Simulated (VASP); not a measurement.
# BW2 under strain

How does the pressure of BW2 answer to a change of volume? The bands are shown for each cell. All runs use LDA. Left out of this account: 1 further run (fields: a reference on another mesh). The start is a cell from a database of measured crystal structures.

Calculated with VASP 6.6.1; LDA; plane waves and PAW (B, W).

**1. The structure**

It takes space group I4/mcm (No. 140, tetragonal). Conventional cell: a = 5.568 Å, b = 5.568 Å, c = 4.744 Å, α = 90.00°, β = 90.00°, γ = 90.00°. Nearest to B lie 2 B at 2.37 Å and 8 W at 2.38 Å. Nearest to W lie 4 B at 2.38 Å and 3 W at 2.66 to 2.69 Å. Farther neighbours are not listed.

As a file:

```cif
data_structure
_symmetry_space_group_name_H-M 'P 1'
_symmetry_Int_Tables_number 1
_cell_length_a 4.5965
_cell_length_b 4.5965
_cell_length_c 4.5965
_cell_angle_alpha 105.444
_cell_angle_beta 105.444
_cell_angle_gamma 117.865
_cell_volume 73.54
loop_
_atom_site_label
_atom_site_type_symbol
_atom_site_fract_x
_atom_site_fract_y
_atom_site_fract_z
_atom_site_occupancy
B1 B 0.25000 0.25000 0.00000 1
B2 B 0.75000 0.75000 0.00000 1
W3 W 0.66920 0.16920 0.83840 1
W4 W 0.16920 0.33080 0.50000 1
W5 W 0.33080 0.83080 0.16160 1
W6 W 0.83080 0.66920 0.50000 1
```

**2. Bands, cell as listed**

The mesh alone shows little of the dispersion and can miss band extrema, so KPOINTS_OPT adds a path through the symmetry points after the self-consistent cycle. LDA, the lowest rung, knows the local density alone.

INCAR reads:

```
SYSTEM = BW2
PREC = Accurate
ENCUT = 420
EDIFF = 1E-06
NELM = 100
ISMEAR = -1
SIGMA = 0.05
LREAL = .FALSE.
ALGO = Normal
GGA = CA
NBANDS = 31
LASPH = .TRUE.
LORBIT = 11
LWAVE = .FALSE.
LCHARG = .FALSE.
KPAR = 4
```

POSCAR reads:

```
BW2
1.0
   -2.7840000000      2.7840000000      2.3720000000
    2.7840000000     -2.7840000000      2.3720000000
    2.7840000000      2.7840000000     -2.3720000000
B W
2 4
Direct
    0.2500000000      0.2500000000      0.0000000000
    0.7500000000      0.7500000000      0.0000000000
    0.6692000000      0.1692000000      0.8384000000
    0.1692000000      0.3308000000      0.5000000000
    0.3308000000      0.8308000000      0.1616000000
    0.8308000000      0.6692000000      0.5000000000
```

KPOINTS reads:

```
Automatic mesh
0
Gamma
8 8 8
0 0 0
```

KPOINTS_OPT reads:

```
Line mode
16
Line-mode
Reciprocal
  0.00000000   0.00000000   0.00000000 GAMMA
  0.00000000   0.00000000   0.50000000 X

  0.00000000   0.00000000   0.50000000 X
 -0.50000000   0.50000000   0.50000000 M

 -0.50000000   0.50000000   0.50000000 M
  0.00000000   0.00000000   0.00000000 GAMMA

  0.00000000   0.00000000   0.00000000 GAMMA
  0.43148090   0.43148090  -0.43148090 Z

  0.43148090   0.43148090  -0.43148090 Z
  0.25000000   0.25000000   0.25000000 P

  0.25000000   0.25000000   0.25000000 P
  0.00000000   0.50000000   0.00000000 N

  0.00000000   0.50000000   0.00000000 N
 -0.43148090   0.56851910   0.43148090 Z1

 -0.43148090   0.56851910   0.43148090 Z1
 -0.50000000   0.50000000   0.50000000 M

  0.00000000   0.00000000   0.50000000 X
  0.25000000   0.25000000   0.25000000 P
```

PAW data sets: B and W (LDA family, release 64).

Started as:

```console
$ mpirun -np 4 vasp_std
```

What it wrote:

```text
[banner, memory and clock lines left out]
running    4 mpi-ranks, on    1 nodes
 distrk:  each k-point on    1 cores,    4 groups
 distr:  one band on    1 cores,    1 groups

 POSCAR found type information on POSCAR B W
 POSCAR found :  2 types and       6 ions
 LDA part: xc-table for (Slater(with rela. corr.)+CA(PZ))
 , standard interpolation
 POSCAR, INCAR and KPOINTS ok, starting setup
 FFT: planning ... GRIDC
 FFT: planning ... GRID_SOFT
 FFT: planning ... GRID
 WAVECAR not read
 entering main loop
       N       E                     dE             d eps       ncg     rms          rms(c)
DAV:   1     0.547655539097E+02    0.54766E+02   -0.11356E+04  3658   0.733E+02
DAV:   2    -0.731899459575E+02   -0.12796E+03   -0.11805E+03  4316   0.197E+02
DAV:   3    -0.789247268413E+02   -0.57348E+01   -0.55183E+01  4843   0.358E+01
DAV:   4    -0.789862028647E+02   -0.61476E-01   -0.61281E-01  4119   0.380E+00
DAV:   5    -0.789867036187E+02   -0.50075E-03   -0.50048E-03  4810   0.283E-01    0.497E+01
DAV:   6    -0.740648961577E+02    0.49218E+01   -0.64331E+00  4616   0.142E+01    0.195E+01
DAV:   7    -0.735441684505E+02    0.52073E+00   -0.19834E+00  4144   0.609E+00    0.790E+00
DAV:   8    -0.734493443673E+02    0.94824E-01   -0.18485E-01  4575   0.186E+00    0.500E-01
DAV:   9    -0.734446080253E+02    0.47363E-02   -0.15041E-02  4298   0.505E-01    0.389E-01
DAV:  10    -0.734436644518E+02    0.94357E-03   -0.16489E-03  4516   0.175E-01    0.473E-02
DAV:  11    -0.734436501109E+02    0.14341E-04   -0.10493E-04  4329   0.480E-02    0.189E-02
DAV:  12    -0.734436504810E+02   -0.37010E-06   -0.77160E-06  4318   0.114E-02
   1 F= -.73443650E+02 E0= -.73426611E+02  d E =-.340797E-01
 Start KPOINTS_OPT (optional k-point list driver)
k-point batch [1-59\144]
       N       E                     dE             ncg
DAV:   1     0.149835726440E+05   -0.13975E+05     3658
DAV:   2     0.761091955274E+04   -0.73727E+04     4330
DAV:   3     0.728208960371E+04   -0.32883E+03     4701
DAV:   4     0.727853220506E+04   -0.35574E+01     4224
DAV:   5     0.727849941317E+04   -0.32792E-01     4700
DAV:   6     0.727849875095E+04   -0.66223E-03     4214
DAV:   7     0.727849873016E+04   -0.20789E-04     4247
DAV:   8     0.727849872936E+04   -0.79550E-06     3000
[...]
k-point batch [119-144\144]
       N       E                     dE             ncg
DAV:   1     0.344453292969E+05   -0.14896E+05     1612
DAV:   2     0.311516920495E+05   -0.32936E+04     1948
DAV:   3     0.310132883302E+05   -0.13840E+03     1983
DAV:   4     0.310120425396E+05   -0.12458E+01     1805
DAV:   5     0.310120309982E+05   -0.11541E-01     2045
DAV:   6     0.310120307614E+05   -0.23675E-03     1823
DAV:   7     0.310120307540E+05   -0.74448E-05     1822
DAV:   8     0.310120307537E+05   -0.24420E-06     1350
```

It took 29 s on 4 MPI ranks of Intel Xeon 6975P-C (Granite Rapids), shared host; peak memory 1 GiB.

The logs omit lines about the potential files and the build; timing stands in the text.

From OUTCAR (step 2):

```text
ion  position               nearest neighbor table
   1  0.250  0.250  0.000-   3 2.38   4 2.38   5 2.38   6 2.38   6 2.38   5 2.38   4 2.38   3 2.38

  LATTYP: Found a body centered tetragonal cell.
 ALAT       =     5.5680000000
 C/A-ratio  =     0.8520114943

 Subroutine GETGRP returns: Found 16 space group operations
 (whereof  8 operations were pure point group operations)

The static configuration has the point symmetry C_4h.
 The point group associated with its full space group is D_4h.

 Found     59 irreducible k-points:

   k-points           NKPTS =     59   k-points in BZ     NKDIM =     59   number of bands    NBANDS=     31

   dimension x,y,z NGX =    32 NGY =   32 NGZ =   32
   dimension x,y,z NGXF=    64 NGYF=   64 NGZF=   64

   ENCUT  =  420.0 eV  30.87 Ry    5.56 a.u.   7.68  7.68  7.68*2*pi/ulx,y,z

   NELECT =      30.0000    total number of electrons

 k-points in reciprocal lattice and weights: Automatic mesh
   0.00000000  0.00000000  0.00000000       0.002
   0.12500000  0.00000000  0.00000000       0.016
   0.25000000  0.00000000  0.00000000       0.016
   0.37500000  0.00000000 -0.00000000       0.016
   0.50000000  0.00000000  0.00000000       0.008
   0.12500000  0.12500000  0.00000000       0.016
   0.25000000  0.12500000 -0.00000000       0.031
   0.37500000  0.12500000  0.00000000       0.031
   0.50000000  0.12500000  0.00000000       0.031
[...]
-0.37500000 -0.37500000  0.37500000       0.004
   0.50000000  0.50000000  0.50000000       0.002

 average (electrostatic) potential at core
       1 -29.8225       2 -29.8225       3 -37.6445       4 -37.6445       5 -37.6445
       6 -37.6445

 E-fermi :   8.3814

 k-point     1 :       0.0000    0.0000    0.0000
  band No.  band energies     occupation
    ...
     11       5.1379      2.00000
     12       5.6418      2.00000
     13       6.8979      2.00000
     14       7.2918      2.00000
     15       8.3734      1.08042
     16       9.0895      0.00000
     17       9.0895      0.00000
     18       9.7580      0.00000
     19      10.7728      0.00000
     20      10.7728      0.00000
    ...

 k-point     2 :       0.1250    0.0000    0.0000
  band No.  band energies     occupation
    ...
     11       5.4229      2.00000
     12       6.0431      2.00000
     13       6.7456      2.00000
     14       7.1273      2.00000
     15       8.2867      1.73880
     16       8.9578      0.00002
     17       9.2111      0.00000
     18      10.1518      0.00000
     19      10.5713      0.00000
     20      10.6903      0.00000
    ...

 k-point     3 :       0.2500    0.0000    0.0000
  band No.  band energies     occupation
    ...
     11       5.4268      2.00000
     12       6.3387      2.00000
     13       6.5873      2.00000
     14       6.7452      2.00000
     15       8.0266      1.99835
     16       9.1849      0.00000
     17       9.5949      0.00000
     18      10.2150      0.00000
     19      10.6552      0.00000
     20      10.8257      0.00000
    ...

  Total       -4.8791421     -4.8791421     -4.3900938      0.0000000     -0.0000000      0.0000000
  in kB     -106.3018725   -106.3018725    -95.6469767      0.0000000     -0.0000000      0.0000000
  external PRESSURE =    -102.7502406 kB  Pullay stress =       0.0000000 kB

  energy-cutoff  :      420.00
  volume of cell :       73.54
      direct lattice vectors                 reciprocal lattice vectors
    -2.784000000  2.784000000  2.372000000     0.000000000  0.179597701  0.210792580
     2.784000000 -2.784000000  2.372000000     0.179597701  0.000000000  0.210792580
     2.784000000  2.784000000 -2.372000000     0.179597701  0.179597701  0.000000000

 POSITION                                       TOTAL-FORCE (eV/Angst)
 -----------------------------------------------------------------------------------
      0.00000      0.00000      1.18600        -0.000000      0.000000     -0.000000
      0.00000      0.00000      3.55800         0.000000      0.000000     -0.000000
      0.94211      3.72611      0.00000         0.138083      0.138083     -0.000000
      1.84189      0.94211     -0.00000        -0.138083      0.138083     -0.000000
      1.84189     -0.94211      2.37200        -0.138083     -0.138083      0.000000
      0.94211      1.84189      2.37200         0.138083     -0.138083     -0.000000
 -----------------------------------------------------------------------------------
    total drift:                               -0.000000      0.000000      0.000000

  FREE ENERGIE OF THE ION-ELECTRON SYSTEM (eV)
  ---------------------------------------------------
  free  energy   TOTEN  =       -73.4436504810 eV

  energy  without entropy=      -73.4095708126  energy(sigma->0) =      -73.42661065

 total charge
# of ion       s       p       d       tot
------------------------------------------
    1        0.668   1.148   0.000   1.816
    2        0.668   1.148   0.000   1.816
    3        0.637   0.761   4.282   5.680
    4        0.637   0.761   4.282   5.680
    5        0.637   0.761   4.282   5.680
    6        0.637   0.761   4.282   5.680
--------------------------------------------------
tot          3.884   5.341  17.126  26.351

[... 3 further parts left out ...]
```

Spin-orbit coupling is off here; with elements this heavy it splits and shifts levels by tenths of an eV or more. At this level the cell is under a tension of 10.3 GPa, so at these settings it is away from equilibrium. The data set W keeps the semicore shell frozen, which is cheaper and a little less accurate.

This step gave:

```
electronic steps        : 12
electrons               : 30
bands                   : 31
irreducible k points    : 59
symmetry operations     : 16
free energy (TOTEN)     : -73.4437 eV
energy at zero smearing : -73.4266 eV
Fermi energy            : 8.381 eV
pressure                : -10.28 GPa
metallic                : yes
```

Electronic bands along the path, in eV, zero at the Fermi level; # counts the bands kept:

| point | #12 | #13 | #14 | #15 | #16 | #17 | #18 | #19 |
| --- | --- | --- | --- | --- | --- | --- | --- | --- |
| Γ | -2.74 | -1.48 | -1.09 | -0.01 | 0.71 | 0.71 | 1.38 | 2.39 |
| 0.53 of the way | -2.96 | -1.06 | -0.63 | -0.32 | -0.27 | -0.10 | 2.38 | 2.40 |
| X | -2.21 | -1.22 | -0.55 | -0.55 | 0.35 | 0.38 | 0.72 | 2.75 |
| 0.47 of the way | -2.40 | -1.34 | -0.68 | -0.51 | -0.33 | 0.58 | 1.94 | 2.06 |
| M | -1.90 | -1.90 | -1.86 | -1.06 | 0.04 | 0.04 | 0.16 | 1.41 |
| 0.47 of the way | -2.96 | -1.22 | -0.85 | -0.12 | 0.03 | 0.14 | 1.57 | 2.41 |
| Γ | -2.74 | -1.48 | -1.09 | -0.01 | 0.71 | 0.71 | 1.38 | 2.39 |
| 0.53 of the way | -2.55 | -1.88 | -1.43 | 0.09 | 0.09 | 0.30 | 0.45 | 2.26 |
| Z | -1.87 | -1.87 | -1.32 | -0.87 | -0.35 | -0.35 | 0.56 | 0.92 |
| 0.47 of the way | -2.58 | -2.50 | -1.08 | 0.02 | 0.14 | 1.35 | 1.36 | 1.79 |
| P | -3.20 | -2.05 | -2.05 | 0.11 | 0.11 | 1.45 | 1.45 | 2.58 |
| 0.47 of the way | -2.86 | -2.00 | -2.00 | 0.25 | 0.25 | 1.70 | 1.70 | 2.47 |
| N | -2.91 | -1.67 | -1.67 | 0.29 | 0.29 | 1.92 | 1.92 | 2.51 |
| 0.53 of the way | -2.53 | -2.25 | -0.65 | -0.47 | -0.16 | 0.63 | 0.97 | 1.43 |
| Z1 | -1.87 | -1.87 | -1.32 | -0.87 | -0.35 | -0.35 | 0.56 | 0.92 |
| 0.47 of the way | -1.89 | -1.89 | -1.40 | -1.16 | -0.09 | -0.09 | 0.29 | 1.26 |
| M | -1.90 | -1.90 | -1.86 | -1.06 | 0.04 | 0.04 | 0.16 | 1.41 |
| jump to X | -2.21 | -1.22 | -0.55 | -0.55 | 0.35 | 0.38 | 0.72 | 2.75 |
| 0.47 of the way | -2.19 | -1.98 | -1.07 | -0.51 | 0.56 | 0.71 | 1.60 | 2.49 |
| P | -3.20 | -2.05 | -2.05 | 0.11 | 0.11 | 1.45 | 1.45 | 2.58 |

Of the projections kept (B, W), the largest for each band there; the rest of the weight can lie on other orbitals:

| point | #12 | #13 | #14 | #15 | #16 | #17 | #18 | #19 |
| --- | --- | --- | --- | --- | --- | --- | --- | --- |
| Γ | W 1.00 | W 1.00 | W 1.00 | W 1.00 | W 0.99 | W 0.99 | W 1.00 | W 0.96 |
| X | W 0.92 | W 0.96 | W 1.00 | W 1.00 | W 1.00 | W 0.99 | W 1.00 | W 1.00 |
| M | W 0.95 | W 0.95 | W 1.00 | W 1.00 | W 0.91 | W 0.91 | W 1.00 | W 0.82 |
| Γ | W 1.00 | W 1.00 | W 1.00 | W 1.00 | W 0.99 | W 0.99 | W 1.00 | W 0.96 |
| Z | W 0.96 | W 0.96 | W 1.00 | W 1.00 | W 0.88 | W 0.88 | W 1.00 | W 0.82 |
| P | W 0.99 | W 0.88 | W 0.88 | W 0.90 | W 0.90 | W 0.99 | W 0.99 | W 0.99 |

Force by atom:

| atom | x (eV/Å) | y (eV/Å) | z (eV/Å) | size |
| --- | --- | --- | --- | --- |
| B1 | 0.000 | 0.000 | 0.000 | 0.000 |
| B2 | 0.000 | 0.000 | 0.000 | 0.000 |
| W3 | 0.138 | 0.138 | 0.000 | 0.195 |
| W4 | -0.138 | 0.138 | 0.000 | 0.195 |
| W5 | -0.138 | -0.138 | 0.000 | 0.195 |
| W6 | 0.138 | -0.138 | 0.000 | 0.195 |

There is no gap at this level.

(Part 1 of 4 ends here.)

[Lines on the potential files, build, host, timing and source positions are cut from VASP's logs without a mark.]

[Logs are printed without paths, hosts, clocks, repeated set-up lines and the standing remarks that a program may print on its own settings, such as how far it seeks lower states.]

[Hosts, paths, dates, database ids (printed as entryN), source tags and the programs' standing remarks are cut or masked in the printed files.]

[A measured line is paired with the nearest computed mode of its activity, which favours agreement.]

[In band tables of VASP the shares of atoms and orbitals are scaled to a sum of 1 inside the atoms' spheres.]
